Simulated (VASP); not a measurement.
These are LDA (Ceperley-Alder, Perdew-Zunger), VASP's LDA PAW potentials (set 64) (plane waves; VASP) values and carry that method's errors.

VASP input:

**POSCAR**
```
N2
1
    4.1672300000     0.0000000000     0.0000000000
   -2.0836150000     3.6089270000     0.0000000000
    0.0000000000     0.0000000000     7.0060000000
N
4
Direct
  0.3377130000   0.6695320000   0.3372010000
  0.6730830000   0.3323000000   0.6619860000
  0.6712530000   0.3446020000   0.8276090000
  0.3179510000   0.6535670000   0.1732040000
```

**KPOINTS**
```
Automatic mesh
0
Gamma
5 5 3
0 0 0
```

**INCAR**
```
ISMEAR = 0
SIGMA = 0.01   # width (eV)
ALGO = Normal   # blocked Davidson
PREC = Accurate
EDIFF = 1E-6   # SCF stop (eV)
ENCUT = 400
SYSTEM = N2
LASPH = .TRUE.   # aspherical one-centre terms
LWAVE = .FALSE.
LCHARG = .FALSE.
NELM = 100
ISIF = 2   # forces and stress, cell fixed
LREAL = .FALSE.   # projection in real space or not
```

POTCAR, in this order: N (LDA.64 set). Program: vasp_std.

Output

**OSZICAR**
```
       N       E                     dE             d eps       ncg     rms          rms(c)
DAV:   1     0.111599678640E+03    0.11160E+03   -0.81143E+03  1072   0.954E+02
DAV:   2    -0.251668934466E+02   -0.13677E+03   -0.13287E+03  1462   0.234E+02
DAV:   3    -0.359533340589E+02   -0.10786E+02   -0.10731E+02  1406   0.770E+01
DAV:   4    -0.360417968067E+02   -0.88463E-01   -0.88326E-01  1248   0.774E+00
DAV:   5    -0.360429444512E+02   -0.11476E-02   -0.11475E-02  1292   0.825E-01    0.101E+01
DAV:   6    -0.350243258482E+02    0.10186E+01   -0.14156E+00  1070   0.872E+00    0.576E+00
DAV:   7    -0.347575138977E+02    0.26681E+00   -0.93696E-01  1274   0.719E+00    0.133E+00
DAV:   8    -0.347489456276E+02    0.85683E-02   -0.89935E-02  1064   0.222E+00    0.232E-01
DAV:   9    -0.347488381556E+02    0.10747E-03   -0.33484E-03  1088   0.451E-01    0.110E-01
DAV:  10    -0.347490163567E+02   -0.17820E-03   -0.49936E-04  1298   0.172E-01    0.429E-02
DAV:  11    -0.347489932835E+02    0.23073E-04   -0.58414E-05  1076   0.612E-02    0.734E-03
DAV:  12    -0.347489942365E+02   -0.95297E-06   -0.69993E-06  1340   0.203E-02
   1 F= -.34748994E+02 E0= -.34748994E+02  d E =-.144223E-30
```

**OUTCAR**
```
------------------------ aborting loop because EDIFF is reached ----------------------------------------
  FORCE on cell =-STRESS in cart. coord.  units (eV):
  Direction    XX          YY          ZZ          XY          YZ          ZX
  --------------------------------------------------------------------------------------
  Total       -2.0993712     -2.1100835    -17.1348172     -0.0040282     -0.6446707     -0.0589759
  in kB      -31.9230309    -32.0859221   -260.5519680     -0.0612526     -9.8028608     -0.8967875
  external PRESSURE =    -108.1869736 kB  Pullay stress =       0.0000000 kB
  volume of cell :      105.36
      direct lattice vectors                 reciprocal lattice vectors
     4.167230000  0.000000000  0.000000000     0.239967556  0.138545335  0.000000000
    -2.083615000  3.608927000  0.000000000     0.000000000  0.277090670  0.000000000
     0.000000000  0.000000000  7.006000000     0.000000000  0.000000000  0.142734799
 POSITION                                       TOTAL-FORCE (eV/Angst)
 -----------------------------------------------------------------------------------
      0.01228      2.41629      2.36243        -0.253243     -0.303296     -5.955182
      2.11251      1.19925      4.63787        -0.199189      0.272039      6.979132
      2.07925      1.24364      5.79823         0.196883     -0.272634     -6.979585
     -0.03681      2.35868      1.21347         0.255549      0.303891      5.955635
 -----------------------------------------------------------------------------------
    total drift:                                0.000044     -0.000177     -0.000115
  FREE ENERGIE OF THE ION-ELECTRON SYSTEM (eV)
  ---------------------------------------------------
  free  energy   TOTEN  =       -34.7489942365 eV

  energy  without entropy=      -34.7489942365  energy(sigma->0) =      -34.74899424
```
(Selected blocks of OUTCAR.)

### OUTCAR
```
 val. band max:       -6.8101487238   @ k =   0.0000   0.0000   0.0000

 cond. band min:      -0.5044218336   @ k =  -0.2000  -0.4000   0.0000


 Fermi energy:        -6.7317147224

 k-point     1 :       0.0000    0.0000    0.0000
  band No.  band energies     occupation
      1     -24.6286      2.00000
      2     -24.4644      2.00000
      3     -11.2283      2.00000
      4     -10.4280      2.00000
      5      -8.3762      2.00000
      6      -8.3706      2.00000
      7      -8.2316      2.00000
      8      -8.2249      2.00000
      9      -8.0077      2.00000
     10      -6.8101      2.00000
     11       0.1170      0.00000
     12       0.1464      0.00000
     13       0.5942      0.00000
     14       0.6272      0.00000

 k-point     2 :       0.2000   -0.0000    0.0000
  band No.  band energies     occupation
      1     -24.6217      2.00000
      2     -24.4584      2.00000
      3     -11.1411      2.00000
      4     -10.4774      2.00000
      5      -8.5134      2.00000
      6      -8.4111      2.00000
      7      -8.4052      2.00000
      8      -8.2374      2.00000
      9      -7.7437      2.00000
     10      -6.8667      2.00000
     11      -0.0364      0.00000
     12       0.0409      0.00000
     13       0.4359      0.00000
     14       0.6476      0.00000

 k-point     3 :       0.0000    0.2000    0.0000
  band No.  band energies     occupation
      1     -24.6217      2.00000
      2     -24.4583      2.00000
      3     -11.1441      2.00000
      4     -10.4739      2.00000
      5      -8.5101      2.00000
      6      -8.4118      2.00000
      7      -8.4064      2.00000
      8      -8.2333      2.00000
      9      -7.7534      2.00000
     10      -6.8622      2.00000
     11      -0.0290      0.00000
     12       0.0241      0.00000
     13       0.4249      0.00000
     14       0.6678      0.00000

 k-point     4 :      -0.2000    0.2000    0.0000
  band No.  band energies     occupation
...
```

At this cut-off the stress carries a Pulay error, which pulls relaxed volumes low.

The structure comes from a computed database's N2 entry (P6_3/mmc); how it stands against other phases isn't given here. The cell was not relaxed at this level, atoms are displaced from their ideal sites.
